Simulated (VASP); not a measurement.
Consider the following.

```yaml
crystal:
  lattice:
    - [-3.29253, 3.29253, 3.29253]
    - [3.29253, -3.29253, 3.29253]
    - [3.29253, 3.29253, -3.29253]
  atoms:
    - { symbol: Si, position: [0.20424, 0.20424, 0.20424] }
    - { symbol: Si, position: [0.50000, 0.00000, 0.29576] }
    - { symbol: Si, position: [0.29576, 0.50000, 0.00000] }
    - { symbol: Si, position: [0.00000, 0.29576, 0.50000] }
    - { symbol: Si, position: [0.79576, 0.79576, 0.79576] }
    - { symbol: Si, position: [0.50000, 0.00000, 0.70424] }
    - { symbol: Si, position: [0.70424, 0.50000, 0.00000] }
    - { symbol: Si, position: [0.00000, 0.70424, 0.50000] }
```

These are PBE GGA with D3 dispersion (Becke-Johnson damping), VASP's PBE PAW potentials (set 64) (plane waves; VASP) values and carry that method's errors. Settings: 400 eV cut-off, 8×8×8 Γ-centred mesh, tetrahedra with Blöchl corrections, potentials Si.

The cores are frozen, which limits the accuracy of field gradients.

**Question.** Give the principal components of the electric field gradient (V/Å²) and the asymmetry η at each nucleus.

**Answer.** 
| atom | Vxx | Vyy | Vzz | η |
|---|---|---|---|---|
| Si1 | 4.3 | 4.3 | -8.6 | 0.00 |
| Si2 | 4.3 | 4.3 | -8.6 | 0.00 |
| Si3 | 4.3 | 4.3 | -8.6 | 0.00 |
| Si4 | 4.3 | 4.3 | -8.6 | 0.00 |
| Si5 | 4.3 | 4.3 | -8.6 | 0.00 |
| Si6 | 4.3 | 4.3 | -8.6 | 0.00 |
| Si7 | 4.3 | 4.3 | -8.6 | 0.00 |
| Si8 | 4.3 | 4.3 | -8.6 | 0.00 |

The structure comes from a measured Si entry (Ia-3) of the Crystallography Open Database, whose conditions weren't checked. It was relaxed first.
